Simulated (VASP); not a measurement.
```
CELL_PARAMETERS angstrom
      0.00000     2.51468     2.51468
      2.51468     0.00000     2.51468
      2.51468     2.51468     0.00000
ATOMIC_POSITIONS crystal
  Zr 0.00000 0.00000 0.00000
  O  0.25000 0.25000 0.25000
  O  0.75000 0.75000 0.75000
```

Computed with r2SCAN meta-GGA, VASP's PBE PAW potentials (set 64) (plane waves; VASP). Run with 620 eV cut-off, 8×8×8 Γ-centred mesh, Gaussian smearing of 0.050 eV, potentials Zr_sv O.

Energy and stress use the plane-wave basis of the starting cell.

### Question
The ions, cell shape and volume at an external pressure of 20.0 GPa are relaxed. Predict the relaxed structure.

### Answer

```
CELL_PARAMETERS angstrom
      0.00000     2.48894     2.48894
      2.48894     0.00000     2.48894
      2.48894     2.48894     0.00000
ATOMIC_POSITIONS crystal
  Zr 0.00000 0.00000 0.00000
  O  0.25000 0.25000 0.25000
  O  0.75000 0.75000 0.75000
```
Space group Fm-3m (225), at a tolerance of 0.03 Å.

### Question
How do energy and volume change from the first to the last step?

### Answer
The energy (σ→0) changes by +29.6 meV/atom and the volume by -3.0 %, in 3 ionic steps.

The compound is ZrO2 in the fluorite structure, the high-temperature cubic form, which is unstable at 0 K; the monoclinic form is the stable one. This run relaxes it under an external pressure of 20 GPa. Symmetry was kept, so distortions that lower it aren't found.
